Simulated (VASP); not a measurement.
Level of theory: PBEsol GGA, VASP's PBE PAW potentials (set 64) (plane waves; VASP).

Input for VASP

File POSCAR:
```
TiO2
1
    4.5380616850     0.0000000000    -0.0000000000
    0.0000000000     5.5001652801     0.0000000000
    0.0000000000     0.0000000000     4.8896726580
Ti O
4 8
Direct
  0.5000000000   0.6737086538   0.7500000000
  0.5000000000   0.3262913462   0.2500000000
  0.0000000000   0.8262913462   0.2500000000
  0.0000000000   0.1737086538   0.7500000000
  0.7284600322   0.6184132961   0.0814460656
  0.2715399678   0.3815867039   0.9185539344
  0.7715399678   0.8815867039   0.5814460656
  0.2284600322   0.1184132961   0.4185539344
  0.2284600322   0.8815867039   0.9185539344
  0.7715399678   0.1184132961   0.0814460656
  0.2715399678   0.6184132961   0.4185539344
  0.7284600322   0.3815867039   0.5814460656
```

**KPOINTS**
```
K-points
0
G
 6 5 5
0 0 0
```

### INCAR
```
LEFG = .TRUE.
LASPH = .TRUE.   # aspherical one-centre terms
ALGO = Normal
LWAVE = .FALSE.
LMAXMIX = 4   # l cut-off of mixed one-centre charges
EDIFF = 1E-7   # SCF stop (eV)
LCHARG = .TRUE.
ISMEAR = -5   # tetrahedra, Bloechl
NELM = 100   # most electronic steps
SYSTEM = TiO2
GGA = PS   # PBEsol
LORBIT = 11   # lm-projected
PREC = Accurate
LREAL = .FALSE.
ENCUT = 520
NEDOS = 601   # DOS grid
ISIF = 2
```

POTCAR, in this order: Ti_sv O (PBE.64 set). Program: vasp_std.

### Question
What does the run give for the energy per atom (σ→0)?

### Answer

- energy per atom (σ→0): -9.357 eV/atom

File OSZICAR:
```
...
DAV:  11    -0.112280808473E+03    0.21688E-02   -0.24629E-02  5507   0.854E-01    0.123E-01
DAV:  12    -0.112281134704E+03   -0.32623E-03   -0.15362E-03  5974   0.233E-01    0.998E-02
DAV:  13    -0.112280984821E+03    0.14988E-03   -0.96290E-04  6349   0.164E-01    0.219E-02
DAV:  14    -0.112280985049E+03   -0.22799E-06   -0.79143E-05  5887   0.605E-02    0.110E-02
DAV:  15    -0.112280984581E+03    0.46770E-06   -0.86480E-06  5808   0.208E-02    0.370E-03
DAV:  16    -0.112280984852E+03   -0.27109E-06   -0.20187E-06  5518   0.612E-03    0.232E-03
DAV:  17    -0.112280984759E+03    0.93416E-07   -0.82942E-07  4752   0.613E-03
   1 F= -.11228098E+03 E0= -.11228098E+03  d E =0.000000E+00
```

The structure comes from a computed database's TiO2 entry (Pbcn); how it stands against other phases isn't given here. It was relaxed first.
